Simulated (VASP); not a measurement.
Consider the following.

```yaml
crystal:
  lattice:
    - [3.09860, 1.78898, 2.62634]
    - [-3.09860, 1.78898, 2.62634]
    - [0.00000, -3.57796, 2.62634]
  atoms:
    - { symbol: Tl, position: [0.00717, 0.00717, 0.00717] }
    - { symbol: I, position: [0.49964, 0.49964, 0.49964] }
    - { symbol: O, position: [0.91224, 0.45931, 0.45931] }
    - { symbol: O, position: [0.45931, 0.91224, 0.45931] }
    - { symbol: O, position: [0.45931, 0.45931, 0.91224] }
```

Method: PBEsol GGA, VASP's PBE PAW potentials (set 64) (plane waves; VASP). Run with 520 eV cut-off, Gaussian smearing of 0.050 eV, potentials Tl_d I O.

Unless said otherwise, spin-orbit coupling is left out, though it shifts the bands of the heavy elements here.

Task: Estimate the band gap (along the path) with the smallest direct gap where there is one.

Result: 
The band gap (along the path) comes out as 2.25 eV and the smallest direct gap (along the path) is 2.25 eV.

Total energies compare only between runs with the same potentials, cut-off and functional.

The structure comes from a computed database's TlIO3 entry (R3m); how it stands against other phases isn't given here. It was relaxed first.
